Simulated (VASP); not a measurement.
Wanted: the native input for a VASP 6.6.1 run.

- Task: relaxation of cell and atoms
- Functional: PBE
- Potentials or basis: VASP PAW PBE potentials, release 64 (Ta_pv, Si, O)
- Cutoff: 600 eV
- k mesh: 4 × 4 × 4
- Occupations: gaussian, width 0.1 eV
- Spin: no spin polarisation
- Dipole correction: no
- Further INCAR settings: ALGO = Normal; EDIFF = 1e-06; IBRION = 2; EDIFFG = -0.04; NSW = 90; ISIF = 3

The structure of Ta3SiO4 lies in POSCAR:

```
Ta3SiO4
1.0
    4.3506186000      0.0000000000      0.0000000000
    0.0000000000      4.3506186000      0.0000000000
    0.0000000000      0.0000000000      4.3506186000
Ta Si O
3 1 4
Direct
    0.0000000000      0.5000000000      0.5000000000
    0.5000000000      0.0000000000      0.5000000000
    0.5000000000      0.5000000000      0.0000000000
    0.0000000000      0.0000000000      0.0000000000
    0.5000000000      0.0000000000      0.0000000000
    0.5000000000      0.5000000000      0.5000000000
    0.0000000000      0.0000000000      0.5000000000
    0.0000000000      0.5000000000      0.0000000000
```

The cell was built by a generator and needn't be a form met in nature.

The cell isn't the ideal one: species swapped into the Mg3CuO4 type (Pm-3m, No. 221).

One way to write it, as run:

INCAR

```
SYSTEM = Ta3SiO4
PREC     = Accurate       ! precision mode
ENCUT    = 600            ! plane-wave cutoff, eV
EDIFF    = 1E-6           ! SCF threshold, eV
ISMEAR   = 0              ! smearing method
SIGMA    = 0.1            ! smearing width, eV
LREAL    = .FALSE.        ! projectors in reciprocal space
LASPH    = .TRUE.         ! aspherical terms in the spheres
NELM     = 100            ! most SCF steps
ALGO     = Normal         ! electronic algorithm
ISIF     = 3              ! what is computed and relaxed
LWAVE    = .FALSE.        ! write WAVECAR
LCHARG   = .FALSE.        ! write CHGCAR
GGA      = PE             ! functional
IBRION   = 2              ! ionic algorithm
NSW      = 90             ! ionic steps
EDIFFG   = -0.04          ! ionic threshold
```

KPOINTS

```
regular mesh
0
G
  4 4 4
  0 0 0
```

Potentials or basis: VASP PAW PBE potentials, release 64 (Ta_pv, Si, O).

Command:

```console
$ cat potpaw_PBE.64/Ta_pv/POTCAR potpaw_PBE.64/Si/POTCAR potpaw_PBE.64/O/POTCAR > POTCAR
$ mpirun -np 1 vasp_std > vasp.out
```

Results of the run:

- Relaxed volume: 11.52 Å³/atom
- Relaxed cell: a = 4.517 Å, b = 4.517 Å, c = 4.517 Å, α = 90.00°, β = 90.00°, γ = 90.00°
- Space group after relaxing (to 0.05 Å): Pm-3m (No. 221)
- Energy gained by relaxing: 91.8 meV/atom
- Ionic steps: 3
- Pressure after relaxing: -0.1 GPa
- Band gap on the k mesh: none (metal or under the smearing width)

Caveat: the k mesh is coarse (spacing up to 0.36 Å⁻¹), so the values aren't converged; an odd number of electrons without spin polarisation forces a metal; a magnetic or distorted state may lie lower.

It took 56 s on 1 thread of Intel(R) Xeon(R) 6975P-C (Granite Rapids), on a shared host, peak memory 0.22 GiB.
